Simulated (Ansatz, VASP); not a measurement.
# SiC: VASP beside Ansatz, part 3 of 3

One calculation is typed for both programs; each brings its own data sets. How far apart do they land? The cell is taken from a series of runs on this material, whose earlier steps may have relaxed, scaled, displaced or heated it; both programs get it as it stands.

VASP 6.6.1 and Ansatz 0.2.0.

So far: Set-up; VASP: zone-centre phonons, PBE.

**3. Ansatz: zone-centre phonons, PBE**

Level of this step: Ansatz beside VASP: Kohn-Sham DFT, plane waves, PBE (Ansatz).

Ansatz runs on its PAW soft_1 files.

The same cell, functional and mesh now go to Ansatz, which takes its cutoff from its data sets.

Input file input.yaml:

```yaml
crystal:
  lattice:
    - [3.1544893461, 0.0, 0.0]
    - [-1.5772446731, 2.7318679096, 0.0]
    - [0.0, 0.0, 10.3298885131]
  atoms:
    - { symbol: C, position: [0.6666666667, 0.3333333333, 0.7497779655] }
    - { symbol: C, position: [0.3333333333, 0.6666666667, 0.2497779655] }
    - { symbol: C, position: [0.0, 0.0, 0.5004561213] }
    - { symbol: C, position: [0.0, 0.0, 0.0004561213] }
    - { symbol: Si, position: [0.6666666667, 0.3333333333, 0.9378917572] }
    - { symbol: Si, position: [0.3333333333, 0.6666666667, 0.4378917572] }
    - { symbol: Si, position: [0.0, 0.0, 0.6878731561] }
    - { symbol: Si, position: [0.0, 0.0, 0.1878731561] }
kpoints:
  mp_grid: { grid: [9, 9, 4] }
hamiltonian:
  xc: pbe
  pseudopotentials: { kind: paw, azcp: { folder: soft_1 } }
scf:
  occupations: { method: fixed }
output:
  eigenvalues: true
phonons:
  method: dfpt
  dielectric: true
  rigid_motions: translations
```

Run with:

```console
$ ansatz run input.yaml --threads 8 --pin off --max-ram 16384MiB --backend cpu --events-out ev --progress --plain --runs-dir out
```

Numbers of over 12 decimals in the logs are rounded to 6 here.

Output:

```text
Engine: ansatz 0.2.0, x86_64-unknown-linux-gnu
Pseudopotentials: kind: paw
Pseudopotential: C, paw, valence charge 4, recommended cutoff 420 eV (normal), soft_1/C.paw.azcp
Pseudopotential: Si, paw, valence charge 4, recommended cutoff 420 eV (normal), soft_1/Si.paw.azcp
Functional definition: PBE
  parameter kappa = 0.804
  parameter beta = 0.066725
  exchange = pbe_x(kappa = kappa, mu = beta*pi^2/3)
  correlation = pbe_c(beta = beta)
Crystal: 8 atoms, lattice volume = 89.019 Å³
Basis set: ecut = 420 eV, 1739 PW (Γ), exchange–correlation on 48×48×144 points (8 copies of the dense FFT grid, shifted against one another)
Bands: 24, of which v1, the nominal top of the filled ones, is band 16 counted from 1 (15 counted from 0)
Symmetry: 12 space group operations
k-points: 95 of 324 (irreducible under 2 space group operations, time reversal used)
Non-local potential: C, projectors of the file, l = 0: 2, l = 1: 2, l = 2: 1
Non-local potential: Si, projectors of the file, l = 0: 2, l = 1: 2, l = 2: 1
PAW form: soft (Blöchl's): semilocal exchange-correlation on the pseudo side does not see the compensation charge
PAW one-centre angular grid: C, 110 points (default); XC on 64 Gauss nodes
PAW one-centre angular grid: Si, 110 points (default); XC on 64 Gauss nodes
Initial density: superposition of atomic densities (chi_scale 0.1, normalization cell, long waves kept (reshape's long-wave potential 0.00 eV rms))
Initial wavefunctions: pseudopotential atomic-orbital guess
Functional: x = pbe(κ = 0.804, μ = 0.219515), c = pbe(β = 0.066725)
SCF iter   1: F=—  HF=-3553.703773 eV  |F-HF|=—  |Δ(HF+E_count)|=         —  Δρ=1.25e-1  dr2=1.76e1  ethr=3.10e-3  ⟨swp⟩=4.9  Hψ=10591  notcnv=0  defer=533
preconditioner: auto → none  [insulator: Δε(μ)=3.921 eV  Ē_g=12.150 eV  n_scr=12 (ndim 8)  ℏωp=22.3 eV  f_vac=0.000  ε∞_Penn≈4.4]
SCF iter   2: F=—  HF=-3548.852604 eV  |F-HF|=—  |Δ(HF+E_count)|=    4.85e0  Δρ=4.99e-2  dr2=1.50e0  ethr=3.10e-3  ⟨swp⟩=3.9  Hψ=6230  notcnv=0  defer=559
SCF iter   3: F=—  HF=-3548.480314 eV  |F-HF|=—  |Δ(HF+E_count)|=   3.72e-1  Δρ=1.93e-2  dr2=1.77e-1  ethr=3.10e-3  ⟨swp⟩=2.4  Hψ=4264  notcnv=0  defer=538
SCF iter   4: F=—  HF=-3548.473200 eV  |F-HF|=—  |Δ(HF+E_count)|=   7.11e-3  Δρ=1.31e-3  dr2=1.39e-3  ethr=5.52e-4  ⟨swp⟩=2.0  Hψ=2245  notcnv=0  defer=570
SCF iter   5: F=—  HF=-3548.473696 eV  |F-HF|=—  |Δ(HF+E_count)|=   4.95e-4  Δρ=3.58e-4  dr2=1.58e-4  ethr=4.35e-6  ⟨swp⟩=2.0  Hψ=3680  notcnv=0  defer=570
SCF iter   6: F=—  HF=-3548.473669 eV  |F-HF|=—  |Δ(HF+E_count)|=   2.66e-5  Δρ=1.85e-4  dr2=1.19e-5  ethr=4.93e-7  ⟨swp⟩=2.0  Hψ=3061  notcnv=0  defer=522
SCF iter   7: F=—  HF=-3548.473681 eV  |F-HF|=—  |Δ(HF+E_count)|=   1.16e-5  Δρ=4.75e-5  dr2=2.03e-6  ethr=3.70e-8  ⟨swp⟩=2.0  Hψ=3448  notcnv=0  defer=300
SCF iter   8: F=—  HF=-3548.473680 eV  |F-HF|=—  |Δ(HF+E_count)|=   9.48e-7  Δρ=2.46e-5  dr2=3.18e-7  ethr=6.36e-9  ⟨swp⟩=2.1  Hψ=3205  notcnv=0  defer=271
SCF iter   9: F=—  HF=-3548.473680 eV  |F-HF|=—  |Δ(HF+E_count)|=   8.81e-8  Δρ=2.36e-6  dr2=3.38e-9  ethr=9.92e-10  ⟨swp⟩=2.6  Hψ=3337  notcnv=0  defer=271
SCF iter  10: F=—  HF=-3548.473680 eV  |F-HF|=—  |Δ(HF+E_count)|=   4.27e-9  Δρ=4.48e-7  dr2=1.49e-10  ethr=1.06e-11  ⟨swp⟩=2.0  Hψ=3542  notcnv=0  defer=271
SCF iter  11: F=-3548.473680 eV  HF=-3548.473680 eV  |F-HF|=7.28e-12  |Δ(HF+E_count)|=  1.14e-10  Δρ=9.17e-8  dr2=5.24e-12  ethr=1.00e-12  ⟨swp⟩=15.9  Hψ=17094  notcnv=0
SCF 1 converged in 11 iterations: F = -3548.473680 eV  dr2 = 5.24e-12
  greatest PAW one-centre occupation: 0.640 electrons in one spin orbital (limit 2), on the C atom at site 1 (counted from 0), in its partial waves of l = 0
NSCF: frozen V_eff on 4 k-points
DFPT response loops at Γ: preconditioner auto → Resta (q_TF=auto, 2.301 Å⁻¹)  ε∞=5.1 (no band partly filled); β = 1.00, the filter's whole step (`scf.mixing.beta` (0.50) is not read by the response loops at its default; to damp them type it under 1.00, their step now; it binds the ground state too); Broyden in place of MSR1
── the response to a field inside a basis, on 10×10×4 k-points: an SCF that follows is theirs, and a resumed run solves both again ──
Bands: 17, of which v1, the nominal top of the filled ones, is band 16 counted from 1 (15 counted from 0)
k-points: 60 of 400 (irreducible under 4 space group operations, time reversal used)
Initial density: handed on by an earlier stage of this run
Initial wavefunctions: pseudopotential atomic-orbital guess (no wavefunctions were taken with the density)
Eigensolver: Dense (60 Hₖ)
SCF iter   1: F=—  HF=-3548.461218 eV  |F-HF|=—  |Δ(HF+E_count)|=         —  Δρ=1.09e-4  dr2=2.82e-6  ethr=1.00e-1
preconditioner: auto → none  [insulator: Δε(μ)=2.357 eV  Ē_g=9.462 eV  n_scr=12 (ndim 8)  ℏωp=22.3 eV  f_vac=0.000  ε∞_Penn≈6.5]
SCF iter   2: F=—  HF=-3548.461221 eV  |F-HF|=—  |Δ(HF+E_count)|=   2.95e-6  Δρ=5.41e-5  dr2=6.48e-7  ethr=8.81e-9
SCF iter   3: F=-3548.461222 eV  HF=-3548.461222 eV  |F-HF|=3.77e-8  |Δ(HF+E_count)|=   1.10e-6  Δρ=6.17e-6  dr2=5.12e-8  ethr=2.02e-9
SCF 1 converged in 3 iterations: F = -3548.461222 eV  dr2 = 5.12e-8
DFPT response loops at Γ: preconditioner auto → Resta (q_TF=auto, 2.301 Å⁻¹)  ε∞=5.0 (no band partly filled); β = 1.00, the filter's whole step (`scf.mixing.beta` (0.50) is not read by the response loops at its default; to damp them type it under 1.00, their step now; it binds the ground state too); Broyden in place of MSR1
SCF converged after 11 iterations
Free energy (F): -3548.473680 eV
Harris-Foulkes:  -3548.473680 eV  (|F-HF|=7.28e-12)
Internal energy: -3548.473680 eV  (E = F + TS)
E sigma→0 (E₀):  -3548.473680 eV
Fermi energy:    8.650083 eV
--- Per-component energies (eV) ---
  E_band       = 92.092258
  E_kinetic    = 518.369640
  E_local      = -401.945234  (includes V_loc(G=0)·N_el)
  E_nonlocal   = 177.882171
  E_hartree    = 131.123512
  E_xc         = -417.601940
  E_vxc        = -428.189392  (∫ρ·V_xc dr)
  E_paw        = -2445.290025  (= ΣΔE_a)
  E_vpaw       = -36.272190  (= ΣTr[D̂ρ^β])
  E_aug_tail   = 0.000224  (compensation charges beyond the density's cutoff)
  E_ewald      = -1111.012027
  E_smearing   = -0.000000  (= −TS)
  E_closure    = 0.000000  (closes the sum)
  Σ components = -3548.473680   (vs F -3548.473680, Δ=0.00e0)
--- Band table (eV; the first three rows and the last of 95) ---
  k-point 0: bands = [... 12 lower, 8.0746, 8.6015, 8.6501, 8.6501, 13.1155, 13.6920, 14.0781, 14.3008, ... 4 higher]
  k-point 1: bands = [... 12 lower, 8.2440, 8.2440, 8.5955, 8.5955, 13.1692, 13.5423, 14.3511, 14.4768, ... 4 higher]
  k-point 2: bands = [... 12 lower, 8.4472, 8.4472, 8.4472, 8.4472, 13.3218, 13.3218, 14.6629, 14.6629, ... 4 higher]
  k-point 94: bands = [... 12 lower, 5.6156, 5.6156, 7.2957, 7.2957, 12.8575, 12.8575, 13.8730, 13.8730, ... 4 higher]
--- Phonons (Γ-DFPT): 8 representative perturbations + reference, on 95 of 324 k-points (Σ response iterations 26) ---
  k mesh reduced under 2 symmetry operations, with k and −k counted as one. Each operation leaves every solved perturbation unchanged. A smaller set is not considered because the run solves the response to a homogeneous field
  ASR residual: 9.012e-5 → 0.000e0 eV/Å²; symmetrization residual: 1.446e-5 eV/Å²
  ASR residual per site (eV/Å²): 4.59e-5 4.59e-5 2.60e-5 2.60e-5 7.69e-5 7.69e-5 9.01e-5 9.01e-5
  Γ frequencies (cm⁻¹): 0.00 0.00 0.00 189.66 189.66 195.91 195.91 258.25 258.25 365.55 372.48 557.83 691.53 691.53 703.81 703.81 712.18 712.18 713.14 727.45 727.45 762.11 831.91 840.44
  ε∞ (high-frequency dielectric tensor):
        7.201162     0.000000    -0.000000
        0.000000     7.201162     0.000000
       -0.000000     0.000000     7.492387
  ε⁰ (static dielectric tensor: ions relaxed, cell fixed):
       10.650204     0.000000    -0.000000
        0.000000    10.650204    -0.000000
       -0.000000    -0.000000    11.341196
  ε⁰ − ε∞ (ionic part):
        3.449042     0.000000    -0.000000
        0.000000     3.449042    -0.000000
       -0.000000    -0.000000     3.848809
  softest optical mode at Γ: 189.66 cm⁻¹; the repairs (sum rule, projections) moved no ω² at Γ by more than (2.98 cm⁻¹)²
  Born effective charges Z* (e; rows j = field, columns β = displacement):
    site 0:
        -2.65912   -0.00000    0.00000
        -0.00000   -2.65912   -0.00000
         0.00000   -0.00000   -2.68957
    site 1:
        -2.65912   -0.00000    0.00000
        -0.00000   -2.65912   -0.00000
         0.00000   -0.00000   -2.68957
    site 2:
        -2.61049   -0.00000    0.00000
        -0.00000   -2.61049   -0.00000
         0.00000   -0.00000   -2.76572
    site 3:
        -2.61049   -0.00000    0.00000
         0.00000   -2.61049   -0.00000
         0.00000   -0.00000   -2.76572
    site 4:
         2.63174    0.00000   -0.00000
         0.00000    2.63174    0.00000
        -0.00000    0.00000    2.59754
    site 5:
[...]
site 6:
[...]
site 7:
[...]
Z* charge neutrality: 9.070e-3 e pre-enforcement
  solved inside a basis spanned on kpoints, on 10×10×4 k-points, its susceptibility summed on 14×14×4: ε∞ is read to err by 2.7e-2, Z* by 1.6e-2 e (field_mesh: kpoints solves on kpoints); Z* is corrected for what the basis lacks
  optical modes at Γ without the LO–TO term, one row a degenerate level:
      ω (cm⁻¹)  modes    IR ((D/Å)²/amu)
[...]
optical modes at Γ + LO–TO along q̂ = [1.0000, 0.0000, 0.0000]:
      ω (cm⁻¹)  modes    IR ((D/Å)²/amu)
[...]
optical modes at Γ + LO–TO along q̂ = [0.0000, 1.0000, 0.0000]:
      ω (cm⁻¹)  modes    IR ((D/Å)²/amu)
[...]
optical modes at Γ + LO–TO along q̂ = [0.0000, 0.0000, 1.0000]:
      ω (cm⁻¹)  modes    IR ((D/Å)²/amu)
[...]
691.53      2             0.2129
        703.81      2             0.0000
        712.18      2             0.0000
        727.45      2           152.0917
        761.74      1             0.0668
        831.91      1             0.0000
        840.44      1             0.0000
        877.59      1            81.5880
```

In the SCF lines HF is the Harris–Foulkes energy and dr2 the Hartree energy of the density residual, in eV; the loop may stop once dr2 is under the threshold and the program's other checks hold. Hψ counts applications of the Hamiltonian.

**4. Comparison**

Known differences besides the potentials themselves: fixed occupations in Ansatz, narrow Gaussian smearing in VASP; VASP's response is taken on the typed mesh, Ansatz refines its own for the field response alone; the cutoff is 420 eV in Ansatz and 600 eV in VASP. Total energies have different zeros and are not compared.

The two programs side by side:

```csv
quantity,Ansatz,VASP,difference
ε∞ xx,7.20,7.26,-0.78 %
ε∞ yy,7.20,7.26,-0.78 %
ε∞ zz,7.49,7.49,-0.01 %
Born charge of C1 (mean of the diagonal) (e),-2.67,-2.65,-0.02
Born charge of Si5 (mean of the diagonal) (e),2.62,2.60,+0.02
optical mode 1 to 2 (cm⁻¹),189.7,190.0,-0.16 %
optical mode 3 to 4 (cm⁻¹),195.9,196.1,-0.11 %
optical mode 5 to 6 (cm⁻¹),258.2,258.7,-0.19 %
optical mode 7 (cm⁻¹),365.6,366.0,-0.13 %
optical mode 8 (cm⁻¹),372.5,373.1,-0.17 %
optical mode 9 (cm⁻¹),557.8,557.1,+0.13 %
optical mode 10 to 11 (cm⁻¹),691.5,692.1,-0.08 %
optical mode 12 to 13 (cm⁻¹),703.8,704.1,-0.04 %
optical mode 14 to 15 (cm⁻¹),712.2,712.4,-0.04 %
optical mode 16 (cm⁻¹),713.1,713.5,-0.05 %
optical mode 17 to 18 (cm⁻¹),727.5,727.9,-0.06 %
optical mode 19 (cm⁻¹),762.1,762.4,-0.03 %
optical mode 20 (cm⁻¹),831.9,832.2,-0.03 %
optical mode 21 (cm⁻¹),840.4,840.4,+0.00 %
```

Modes are paired by rising frequency, not by their patterns, so a pair may set unlike modes beside each other; they are those without the splitting of longitudinal modes.

**5. What came out**

```json
{
  "r.m.s. difference of the optical zone-centre modes, each program's sorted by frequency (zone-centre phonons, PBE)": "0.41 cm⁻¹",
  "difference in ε∞ xx (zone-centre phonons, PBE)": "-0.8 %"
}
```

What this shows: The r.m.s. difference of the optical zone-centre modes, each program's sorted by frequency is 0.41 cm⁻¹ (zone-centre phonons, PBE). Among the rows given in per cent, the largest difference of the zone-centre phonons, PBE pair is in ε∞ xx, -0.8 %. Such differences can come from data sets, numerical settings and the points named under the comparisons, not from the functional's error against experiment.

[Lines on the potential files, build, host, timing and source positions are cut from VASP's logs without a mark.]

[Logs are printed without paths, hosts, clocks, repeated set-up lines and the standing remarks that a program may print on its own settings, such as how far it seeks lower states.]

[Hosts, paths, dates, database ids (printed as entryN), source tags and the programs' standing remarks are cut or masked in the printed files.]
